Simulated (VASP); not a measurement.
Output of a VASP run:

**OSZICAR**
```
       N       E                     dE             d eps       ncg     rms          rms(c)
DAV:   1     0.103865658549E+02    0.10387E+02   -0.53856E+03   960   0.101E+03
DAV:   2    -0.173242411606E+02   -0.27711E+02   -0.27215E+02  1224   0.173E+02
DAV:   3    -0.175232367360E+02   -0.19900E+00   -0.19900E+00  1040   0.183E+01
DAV:   4    -0.175234205628E+02   -0.18383E-03   -0.18383E-03  1224   0.485E-01
DAV:   5    -0.175234206555E+02   -0.92618E-07   -0.92618E-07   992   0.748E-03    0.675E+00
DAV:   6    -0.166836718583E+02    0.83975E+00   -0.33026E+00  1136   0.134E+01    0.336E+00
DAV:   7    -0.166250925614E+02    0.58579E-01   -0.95003E-02  1208   0.304E+00    0.195E+00
DAV:   8    -0.166180288783E+02    0.70637E-02   -0.36965E-02   944   0.190E+00    0.168E-01
DAV:   9    -0.166184442505E+02   -0.41537E-03   -0.70520E-04   960   0.283E-01    0.721E-02
DAV:  10    -0.166186102904E+02   -0.16604E-03   -0.25458E-04  1232   0.161E-01    0.165E-02
DAV:  11    -0.166186203662E+02   -0.10076E-04   -0.16854E-05  1064   0.423E-02    0.890E-03
DAV:  12    -0.166186206737E+02   -0.30746E-06   -0.19484E-06   720   0.125E-02
   1 F= -.16618621E+02 E0= -.16618621E+02  d E =-.166186E+02
       N       E                     dE             d eps       ncg     rms          rms(c)
DAV:   1    -0.166574097065E+02   -0.38789E-01   -0.12136E+00   936   0.112E+01    0.143E+00
DAV:   2    -0.166207939969E+02    0.36616E-01   -0.17623E-01   976   0.319E+00    0.378E-01
DAV:   3    -0.166193234719E+02    0.14705E-02   -0.44521E-03  1048   0.697E-01    0.160E-01
DAV:   4    -0.166188013308E+02    0.52214E-03   -0.76808E-04  1016   0.252E-01    0.444E-02
DAV:   5    -0.166187931924E+02    0.81384E-05   -0.34261E-05  1056   0.481E-02    0.275E-02
DAV:   6    -0.166187917536E+02    0.14388E-05   -0.21970E-06   912   0.174E-02    0.225E-03
DAV:   7    -0.166187919588E+02   -0.20518E-06   -0.70632E-08   448   0.243E-03
   2 F= -.16618792E+02 E0= -.16618792E+02  d E =-.171285E-03
       N       E                     dE             d eps       ncg     rms          rms(c)
DAV:   1    -0.166363409394E+02   -0.17549E-01   -0.30742E-01   960   0.571E+00    0.717E-01
DAV:   2    -0.166272232522E+02    0.91177E-02   -0.42491E-02  1000   0.158E+00    0.194E-01
DAV:   3    -0.166268314729E+02    0.39178E-03   -0.11784E-03  1056   0.354E-01    0.818E-02
DAV:   4    -0.166267068910E+02    0.12458E-03   -0.18575E-04  1032   0.126E-01    0.235E-02
DAV:   5    -0.166267063399E+02    0.55114E-06   -0.75618E-06  1056   0.233E-02
   3 F= -.16626706E+02 E0= -.16626706E+02  d E =-.808567E-02
```

**OUTCAR**
```
------------------------ aborting loop because EDIFF is reached ----------------------------------------
  FORCE on cell =-STRESS in cart. coord.  units (eV):
  Direction    XX          YY          ZZ          XY          YZ          ZX
  --------------------------------------------------------------------------------------
  Total        0.0001082      0.0001082      0.0001082      0.0000000      0.0000000      0.0000000
  in kB        0.0143269      0.0143269      0.0143269      0.0000000      0.0000000      0.0000000
  external PRESSURE =       0.0143269 kB  Pullay stress =       0.0000000 kB
  volume of cell :       12.10
      direct lattice vectors                 reciprocal lattice vectors
    -0.000000000  1.822176561  1.822176561    -0.274397120  0.274397120  0.274397120
     1.822176561  0.000000000  1.822176561     0.274397120 -0.274397120  0.274397120
     1.822176561  1.822176561 -0.000000000     0.274397120  0.274397120 -0.274397120
  FREE ENERGIE OF THE ION-ELECTRON SYSTEM (eV)
  ---------------------------------------------------
  free  energy   TOTEN  =       -16.6267063399 eV

  energy  without entropy=      -16.6267063399  energy(sigma->0) =      -16.62670634

 reached required accuracy - stopping structural energy minimisation
```
(Selected blocks of OUTCAR.)

### POSCAR
```
BN
1
    0.0000000000     1.8075000000     1.8075000000
    1.8075000000     0.0000000000     1.8075000000
    1.8075000000     1.8075000000     0.0000000000
B N
1 1
Direct
  0.0000000000   0.0000000000   0.0000000000
  0.2500000000   0.2500000000   0.2500000000
```

Task: Reconstruct the remaining input files.

Result: One answer among several that fit: the input of the run itself, RPBE GGA, plane waves, VASP's PBE PAW potentials (set 64).

### INCAR
```
SYSTEM = BN
PREC = Accurate
ENCUT = 520
EDIFF = 1E-6
NELM = 100
ALGO = Normal
LREAL = .FALSE.
LASPH = .TRUE.
ISMEAR = 0
SIGMA = 0.05
GGA = RP
LWAVE = .FALSE.
LCHARG = .FALSE.
IBRION = 2
ISIF = 3
NSW = 60
EDIFFG = -0.01
```

**KPOINTS**
```
Automatic mesh
0
Gamma
11 11 11
0 0 0
```

POTCAR, in this order: B N (PBE.64 set). Program: vasp_std.

Energy and stress use the plane-wave basis of the starting cell.

The compound is BN in the zinc blende structure. This run relaxes it. Symmetry was kept, so distortions that lower it aren't found.
